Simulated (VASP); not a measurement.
Here is the system:

```xyz
4
Lattice="1.6459 -7.1141 0.0000 1.6459 7.1141 0.0000 0.0000 0.0000 4.6785" Properties=species:S:1:pos:R:3 pbc="T T T"
P      1.6459     6.0781     4.2462
P      1.6459     1.0360     1.9069
P      1.6459    -1.0360     2.7715
P      1.6459    -6.0781     0.4323
```

These are RPBE GGA, VASP's PBE PAW potentials (set 64) (plane waves; VASP 6.6.1) values and carry that method's errors. Run with 520 eV cut-off, 7×7×5 Γ-centred mesh, Gaussian smearing of 0.050 eV, potentials P.

Without a dispersion term in the relaxation, distances and binding between the weakly bound layers, chains or molecules are unreliable, and so is what depends on them.

Task: The ions and cell shape at fixed volume are relaxed. Predict the relaxed structure.

Result: 
```xyz
4
Lattice="1.6582 -6.9777 0.0000 1.6582 6.9777 0.0000 0.0000 0.0000 4.7345" Properties=species:S:1:pos:R:3 pbc="T T T"
P      1.6582     5.9322     4.2957
P      1.6582     1.0456     1.9284
P      1.6582    -1.0456     2.8061
P      1.6582    -5.9322     0.4388
```
Space group Cmce (64), at a tolerance of 0.03 Å.

Task: How much energy does the relaxation gain?

Result: The energy (σ→0) changes by -3.6 meV/atom, in 12 ionic steps.

The compound is P in the black structure. This cell is one point of a volume scan, at 0.97 of the reference volume. Symmetry was kept, so distortions that lower it aren't found.
